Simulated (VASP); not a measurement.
Consider the following.

```xyz
3
Lattice="0.0000 2.9971 2.9971 2.9971 0.0000 2.9971 2.9971 2.9971 0.0000" Properties=species:S:1:pos:R:3 pbc="T T T"
Pb     2.9971     0.0000     2.9971
F      1.4985     1.4985     1.4985
F      4.4956     4.4956     4.4956
```

Method: PBE GGA, VASP's PBE PAW potentials (set 64) (plane waves; VASP). Run with 600 eV cut-off, 6×6×6 Γ-centred mesh, Gaussian smearing of 0.050 eV, potentials Pb_d F.

Energy and stress use the plane-wave basis of the starting cell.

**Question.** The ions, cell shape and volume at an external pressure of 2.0 GPa are relaxed. Predict the relaxed structure.

**Answer.** 
```xyz
3
Lattice="0.0000 2.9689 2.9689 2.9689 0.0000 2.9689 2.9689 2.9689 0.0000" Properties=species:S:1:pos:R:3 pbc="T T T"
Pb     0.0000     0.0000     0.0000
F      1.4845     1.4845     1.4845
F      4.4534     4.4534     4.4534
```
Space group Fm-3m (225), at a tolerance of 0.03 Å.

**Question.** How do energy and volume change from the first to the last step?

**Answer.** The energy (σ→0) changes by +3.0 meV/atom and the volume by -2.8 %, in 3 ionic steps.

The compound is PbF2 in the fluorite structure, the β form. This run relaxes it under an external pressure of 2 GPa. Symmetry was kept, so distortions that lower it aren't found.
